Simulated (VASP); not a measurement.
These are MS2 meta-GGA, VASP's PBE PAW potentials (set 64) (plane waves; VASP) values and carry that method's errors.

VASP ran on this input.

**KPOINTS**
```
Automatic mesh
0
Gamma
12 12 12
0 0 0
```

File POSCAR:
```
Eu
2.1371010
 -1.0000001398   1.0000001398   1.0000001398
  1.0000001398  -1.0000001398   1.0000001398
  1.0000001398   1.0000001398  -1.0000001398
Eu
1
Cartesian
  0.0000000000   0.0000000000   0.0000000000
```

### INCAR
```
# general
SYSTEM  = Eu
PREC    = Accurate
ENCUT   = 520
LREAL   = F   # projection in real space or not
LASPH   = T

# electronic loop
EDIFF   = 1E-7   # SCF stop (eV)
NELM    = 100   # most electronic steps
ALGO    = Normal   # blocked Davidson
LMAXMIX = 6   # l cut-off of mixed one-centre charges
LMIXTAU = T

# smearing
ISMEAR  = 1
SIGMA   = 0.1

# functional
METAGGA = MS2

# ions
ISIF    = 2

# output
LWAVE   = F
LCHARG  = F
```

POTCAR, in this order: Eu_2 (PBE.64 set). Program: vasp_std.

**Question.** What will the output report for the number of irreducible k-points (NKPTS), largest plane-wave count, number of space-group operations, FFT grid (NGX, NGY, NGZ)?

**Answer.** 
```yaml
number of irreducible k-points (NKPTS): 72
largest_plane_wave_count: 1088
number_of_space_group_operations: 48
FFT grid (NGX, NGY, NGZ): 28 × 28 × 28
```

The compound is Eu in the bcc structure. This cell is one point of a volume scan, at 0.97 of the reference volume. The 4f electrons are frozen in the core of the lanthanide potential, so 4f levels, which can set the real gap, and their magnetism are missing.
